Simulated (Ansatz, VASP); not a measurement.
# Cross-check of CCl (Cl-CC-Cl chair monolayer) between VASP and Ansatz, part 2 of 2

One calculation is typed for both programs; each brings its own data sets. How far apart do they land? Of the first pair: The structure shown is the start of the Ansatz relaxation below; VASP solves that cell, so the two are compared at the walk's first step.

VASP 6.6.1 and Ansatz 0.2.0.

So far: Set-up; Ansatz: relaxation, PBE with D3(BJ); VASP: single point, PBE with D3(BJ), start cell, pair 1.

**3. VASP: single point, PBE with D3(BJ), start cell, pair 1 (continued)**

Level of this step: PBE with D3(BJ); plane waves and PAW (Cl, C) (VASP).

Numbers of over 12 decimals in the logs are rounded to 6 here.

Parts of OUTCAR (step 3):

```text
ion  position               nearest neighbor table
   1  0.667  0.333  0.448-   3 1.78
   2  0.333  0.667  0.552-   4 1.78
   3  0.667  0.333  0.494-   4 1.53   4 1.53   4 1.53   1 1.78
   4  0.333  0.667  0.506-   3 1.53   3 1.53   3 1.53   2 1.78

  LATTYP: Found a hexagonal cell.
 ALAT       =     2.5080000000
 C/A-ratio  =    15.6166933812

 Subroutine GETGRP returns: Found 12 space group operations
 (whereof 12 operations were pure point group operations)

The static configuration has the point symmetry D_3d.

 Found     37 irreducible k-points:

   k-points           NKPTS =     37   k-points in BZ     NKDIM =     37   number of bands    NBANDS=     17

   dimension x,y,z NGX =    20 NGY =   20 NGZ =  294
   dimension x,y,z NGXF=    40 NGYF=   40 NGZF=  588

   ENCUT  =  520.0 eV  38.22 Ry    6.18 a.u.   4.66  4.66 72.82*2*pi/ulx,y,z

   NELECT =      22.0000    total number of electrons

 k-points in reciprocal lattice and weights: Automatic mesh
   0.00000000  0.00000000  0.00000000       0.003
   0.05555556 -0.00000000  0.00000000       0.019
   0.11111111 -0.00000000  0.00000000       0.019
   0.16666667 -0.00000000  0.00000000       0.019
   0.22222222 -0.00000000  0.00000000       0.019
   0.27777778 -0.00000000  0.00000000       0.019
   0.33333333 -0.00000000  0.00000000       0.019
   0.38888889 -0.00000000  0.00000000       0.019
   0.44444444 -0.00000000  0.00000000       0.019
[...]
0.33333333  0.27777778  0.00000000       0.037
   0.33333333  0.33333333  0.00000000       0.006

 dipolmoment           0.000000      0.000000     -0.000000 electrons x Angstroem

 average (electrostatic) potential at core
       1 -98.5336       2 -98.5336       3 -58.9569       4 -58.9569

 E-fermi :  -0.6945

 k-point     1 :       0.0000    0.0000    0.0000
  band No.  band energies     occupation
    ...
      4     -13.1341      2.00000
      5      -8.8745      2.00000
      6      -5.2874      2.00000
      7      -5.2874      2.00000
      8      -2.0827      2.00000
      9      -0.3805      0.00374
     10      -0.3805      0.00374
     11       0.4295      0.00000
     12       0.4295      0.00000
     13       1.1004      0.00000
    ...

 k-point     2 :       0.0556   -0.0000    0.0000
  band No.  band energies     occupation
    ...
      5      -8.8353      2.00000
      6      -5.6696      2.00000
      7      -5.4430      2.00000
      8      -2.0105      2.00000
      9      -0.8720      1.94410
     10      -0.4660      0.02050
     11       0.0318      0.00000
     12       0.3202      0.00000
     13       1.2353      0.00000
     14       2.2001      0.00000
    ...

 k-point     3 :       0.1111   -0.0000    0.0000
  band No.  band energies     occupation
    ...
      7      -5.8523      2.00000
      8      -2.0307      2.00000
      9      -1.8643      2.00000
     10      -0.9292      1.98186
     11      -0.7195      1.24444
     12       0.0221      0.00000
     13       1.4869      0.00000
     14       2.4861      0.00000
     15       2.8692      0.00000
     16       3.0532      0.00000
    ...

 Edisp (eV)   -0.85104

  Total      17.97432    17.97432     2.76977     0.00000    -0.00000     0.00000
  in kB     134.97726   134.97730    20.79942     0.00000    -0.00000     0.00000
  external pressure =       96.92 kB  Pullay stress =        0.00 kB

  energy-cutoff  :      520.00
  volume of cell :      213.35
      direct lattice vectors                 reciprocal lattice vectors
     2.508000000  0.000000000  0.000000000     0.398724083  0.230203426  0.000000000
    -1.254000000  2.171992000  0.000000000     0.000000000  0.460406852  0.000000000
     0.000000000  0.000000000 39.166667000     0.000000000  0.000000000  0.025531915

 POSITION                                       TOTAL-FORCE (eV/Angst)
 -----------------------------------------------------------------------------------
      1.25400      0.72400     17.55000         0.000000     -0.000000     -0.928939
     -0.00000      1.44799     21.61667        -0.000000      0.000000      0.928939
      1.25400      0.72400     19.33000         0.000000      0.000000      1.913726
     -0.00000      1.44799     19.83667        -0.000000      0.000000     -1.913726
 -----------------------------------------------------------------------------------
    total drift:                                0.000634      0.001098     -0.000000

  FREE ENERGIE OF THE ION-ELECTRON SYSTEM (eV)
  ---------------------------------------------------
  free  energy   TOTEN  =       -17.2827406883 eV

  energy  without entropy=      -17.2773976777  energy(sigma->0) =      -17.28006918

 vacuum level on the upper side and lower side of the slab         2.560         2.560

 total charge
# of ion       s       p       d       tot
------------------------------------------
    1        1.643   3.537   0.000   5.180
    2        1.643   3.537   0.000   5.180
    3        0.832   1.686   0.000   2.518
    4        0.832   1.686   0.000   2.518
--------------------------------------------------
tot          4.950  10.447   0.000  15.397

[... 3 further parts left out ...]
```

**4. Side by side**

Known differences besides the potentials themselves: Ansatz cuts the interaction across the vacuum, VASP repeats the sheet with a dipole correction (LDIPOL); the cutoff is 420 eV in Ansatz and 520 eV in VASP. Total energies have different zeros and are not compared.

Forces (eV/Å; atoms numbered as in POSCAR):

```
atom        Ansatz x, y, z          VASP x, y, z
 Cl1  0.000, 0.000, -1.054  0.000, 0.000, -0.929
 Cl2   0.000, 0.000, 1.054   0.000, 0.000, 0.929
  C3   0.000, 0.000, 2.055   0.000, 0.000, 1.914
  C4  0.000, 0.000, -2.055  0.000, 0.000, -1.914
```

The forces differ by 77 meV/Å r.m.s., which is 8.9 % of the r.m.s. force of 0.868 eV/Å (both taken over all components). Where the cell holds vacuum, a pressure given here is an average over it and none of the material.

**5. Ansatz: relaxation, PBE with D3(BJ)**

This run makes the geometry at which the two programs are then compared.

The structure compared here is the end of the Ansatz relaxation.

This is the run of step 2 again, met here at its other cell.

**6. VASP: single point, PBE with D3(BJ), relaxed cell, pair 2**

The same cell, functional, mesh and smearing now go to VASP, with its own data sets.

Input file INCAR:

```
SYSTEM = CCl
PREC = Accurate
ENCUT = 520
EDIFF = 1E-06
NELM = 120
ISMEAR = -1
SIGMA = 0.05
LREAL = .FALSE.
ALGO = Normal
GGA = PE
IVDW = 12
NBANDS = 17
LORBIT = 11
LWAVE = .FALSE.
LCHARG = .FALSE.
ISIF = 2
LDIPOL = .TRUE.
IDIPOL = 3
DIPOL = 0.5 0.5 0.5
LVHAR = .TRUE.
LASPH = .TRUE.
GGA_COMPAT = .FALSE.
EFERMI = MIDGAP
NELMDL = -8
```

Input file POSCAR:

```
CCl
1.0
    2.8952697847      0.0000000000      0.0000000000
   -1.4476348924      2.5073771844      0.0000000000
    0.0000000000      0.0000000000     39.1666666664
Cl C
2 2
Direct
    0.6666666667      0.3333333333      0.4488540934
    0.3333333334      0.6666666666      0.5511459066
    0.6666666667      0.3333333333      0.4935419011
    0.3333333334      0.6666666666      0.5064580989
```

Input file KPOINTS:

```
Automatic mesh
0
Gamma
18 18 1
0 0 0
```

Potentials, in the order of the species: Cl and C (PBE family, release 64).

Started as:

```
mpirun -np 1 vasp_std
```

Output:

```text
[... set-up lines as in an earlier step ...]
 entering main loop
       N       E                     dE             d eps       ncg     rms          rms(c)
DAV:   1     0.217736023190E+03    0.21774E+03   -0.75141E+03  1290   0.929E+02
DAV:   2     0.126101163504E+02   -0.20513E+03   -0.18688E+03  2105   0.182E+02
DAV:   3    -0.188930812340E+02   -0.31503E+02   -0.31367E+02  1688   0.959E+01
DAV:   4    -0.194988389621E+02   -0.60576E+00   -0.60332E+00  1860   0.166E+01
[...]
DAV:  23    -0.191867311007E+02   -0.22372E-05   -0.35583E-08  1509   0.705E-04    0.101E-04
DAV:  24    -0.191867328649E+02   -0.17642E-05   -0.27697E-08  1284   0.522E-04    0.111E-04
DAV:  25    -0.191867331820E+02   -0.31716E-06   -0.39660E-09  1340   0.235E-04
   1 F= -.19834302E+02 E0= -.19834302E+02  d E =-.642769E-08
```

Parts of OUTCAR (step 6):

```text
 Edisp (eV)   -0.64757

  Total      -0.05763    -0.05763    -0.42477     0.00000     0.00000     0.00000
  in kB      -0.32477    -0.32477    -2.39354     0.00000     0.00000     0.00000
  external pressure =       -1.01 kB  Pullay stress =        0.00 kB

 POSITION                                       TOTAL-FORCE (eV/Angst)
 -----------------------------------------------------------------------------------
      1.44763      0.83579     17.58012         0.000000     -0.000000      0.110499
      0.00000      1.67158     21.58655        -0.000000      0.000000     -0.110499
      1.44763      0.83579     19.33039         0.000000     -0.000000     -0.099684
      0.00000      1.67158     19.83628         0.000000     -0.000000      0.099684
 -----------------------------------------------------------------------------------
    total drift:                               -0.000001      0.000000      0.000000

  FREE ENERGIE OF THE ION-ELECTRON SYSTEM (eV)
  ---------------------------------------------------
  free  energy   TOTEN  =       -19.8343023361 eV

  energy  without entropy=      -19.8343023296  energy(sigma->0) =      -19.83430233

[... 1 part as in an earlier step ...]

[... 2 further parts left out ...]
[key lines of the parts left out:]
E-fermi :  -1.2342
```

**7. Side by side**

Both answers:

```
              quantity  Ansatz   VASP  difference
gap on the k mesh (eV)   1.508  1.539      -0.031
```

Forces (eV/Å; atoms numbered as in POSCAR):

```
atom       Ansatz x, y, z          VASP x, y, z
 Cl1  0.000, 0.000, 0.000   0.000, 0.000, 0.110
 Cl2  0.000, 0.000, 0.000  0.000, 0.000, -0.110
  C3  0.000, 0.000, 0.000  0.000, 0.000, -0.100
  C4  0.000, 0.000, 0.000   0.000, 0.000, 0.100
```

The forces differ by 61 meV/Å r.m.s., where the r.m.s. force is 0.000 eV/Å in Ansatz and 0.061 eV/Å in VASP: the atoms lie near their places of rest in Ansatz, so a percentage would say little (all taken over all components). A gap on the mesh is an upper bound, since the band edges may lie between its points. Where the cell holds vacuum, a pressure given here is an average over it and none of the material.

**8. Summary of results**

```
r.m.s. force difference (single point, PBE with D3(BJ), start cell, pair 1)   : 8.9 % of the r.m.s. force
r.m.s. force difference (single point, PBE with D3(BJ), relaxed cell, pair 2) : 61 meV/Å
```

In words: The r.m.s. force difference is 61 meV/Å (single point, PBE with D3(BJ), relaxed cell, pair 2), beyond the 12 meV/Å picked in this series as the mark of a large difference. What causes the difference of the single point, PBE with D3(BJ), start cell, pair 1 pair stays open here. What causes the difference of the single point, PBE with D3(BJ), relaxed cell, pair 2 pair stays open here. Such differences can come from data sets, numerical settings and the points named under the comparisons, not from the functional's error against experiment.

[Lines on the potential files, build, host, timing and source positions are cut from VASP's logs without a mark.]

[Logs are printed without paths, hosts, clocks, repeated set-up lines and the standing remarks that a program may print on its own settings, such as how far it seeks lower states.]

[Hosts, paths, dates, database ids (printed as entryN), source tags and the programs' standing remarks are cut or masked in the printed files.]
